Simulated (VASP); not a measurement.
Method: PBE GGA, VASP's PBE PAW potentials (set 64) (plane waves; VASP).

VASP input:

**KPOINTS**
```
Automatic
0
Gamma
8 8 8
```

INCAR:
```
SYSTEM = Li2O
PREC = Accurate; ENCUT = 575; LREAL = .False.
LASPH = .True.
EDIFF = 1E-6; NELM = 100; ALGO = Normal
ISMEAR = 0; SIGMA = 0.05
GGA = PE
ISIF = 2
LWAVE = .False.; LCHARG = .False.
```

**POSCAR**
```
Li2O
1
    0.0000000000     2.2447540000     2.3275310000
    2.3520170000     0.0000000000     2.3275310000
    2.3520170000     2.2447540000     0.0000000000
Li O
2 1
Direct
  0.2500000000   0.2500000000   0.2500000000
  0.7500000000   0.7500000000   0.7500000000
 -0.0149530000   0.0149530000   0.0149530000
```

POTCAR, in this order: Li_sv O (PBE.64 set). Program: vasp_std.

Question: Predict the energy per atom (σ→0), largest force.

Answer: 
energy per atom (σ→0): -4.773 eV/atom
largest force: 0.369 eV/Å

**OSZICAR**
```
...
DAV:   7    -0.143196139029E+02    0.32725E-01   -0.23500E-01  2226   0.414E+00    0.148E+00
DAV:   8    -0.143190963709E+02    0.51753E-03   -0.60010E-02  2186   0.309E+00    0.360E-01
DAV:   9    -0.143179623141E+02    0.11341E-02   -0.75190E-03  2514   0.806E-01    0.109E-01
DAV:  10    -0.143184523243E+02   -0.49001E-03   -0.99406E-04  2078   0.266E-01    0.477E-02
DAV:  11    -0.143184376503E+02    0.14674E-04   -0.48606E-05  2624   0.903E-02    0.754E-03
DAV:  12    -0.143184395640E+02   -0.19137E-05   -0.46087E-06  2264   0.219E-02    0.136E-03
DAV:  13    -0.143184397365E+02   -0.17255E-06   -0.36801E-07  1654   0.683E-03
   1 F= -.14318440E+02 E0= -.14318440E+02  d E =-.391536E-27
```

The compound is Li2O in the antifluorite structure. The cell was not relaxed at this level, atoms are displaced from their ideal sites. The run is one of a series of settings (ENCUT = 575 against the base run), some of them coarse on purpose.
